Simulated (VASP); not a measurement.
These are PBE GGA, VASP's PBE PAW potentials (set 64) (plane waves; VASP) values and carry that method's errors.

The input files of a VASP run:

KPOINTS:
```
Automatic mesh
0
Gamma
6 6 6
0 0 0
```

INCAR:
```
SYSTEM=SrCl2
PREC=Accurate; ENCUT=400; LREAL=.False.
LASPH=.True.
EDIFF=1E-6; NELM=100; ALGO=Normal
LMAXMIX=4
ISMEAR=0; SIGMA=0.05
GGA=PE
ISIF=2
LWAVE=.False.; LCHARG=.False.
```

### POSCAR
```
SrCl2
1
    0.0000000000     3.4900000000     3.4900000000
    3.4900000000     0.0000000000     3.4900000000
    3.4900000000     3.4900000000     0.0000000000
Sr Cl
1 2
Direct
  0.0000000000   0.0000000000   0.0000000000
  0.2500000000   0.2500000000   0.2500000000
  0.7500000000   0.7500000000   0.7500000000
```

POTCAR, in this order: Sr_sv Cl (PBE.64 set). Program: vasp_std.

Estimate the energy per atom (σ→0), band gap (on the k-mesh).

| Quantity | Value |
|---|---|
| energy per atom (σ→0) | -411.0 kJ/mol-atom |
| band gap (on the k-mesh) | 5.33 eV |

OSZICAR:
```
...
DAV:   8    -0.127777705641E+02   -0.42865E-02   -0.64331E-02   640   0.148E+00    0.319E-01
DAV:   9    -0.127792141150E+02   -0.14436E-02   -0.25806E-03   736   0.312E-01    0.120E-01
DAV:  10    -0.127805589719E+02   -0.13449E-02   -0.11539E-03   544   0.221E-01    0.309E-02
DAV:  11    -0.127806377816E+02   -0.78810E-04   -0.10305E-04   792   0.571E-02    0.381E-02
DAV:  12    -0.127806493786E+02   -0.11597E-04   -0.14690E-05   616   0.218E-02    0.128E-02
DAV:  13    -0.127806524186E+02   -0.30400E-05   -0.79254E-06   672   0.153E-02    0.317E-03
DAV:  14    -0.127806523806E+02    0.37993E-07   -0.28100E-07   536   0.388E-03
   1 F= -.12780652E+02 E0= -.12780652E+02  d E =-.152716E-12
```

The compound is SrCl2 in the fluorite structure. The cell was not relaxed at this level.
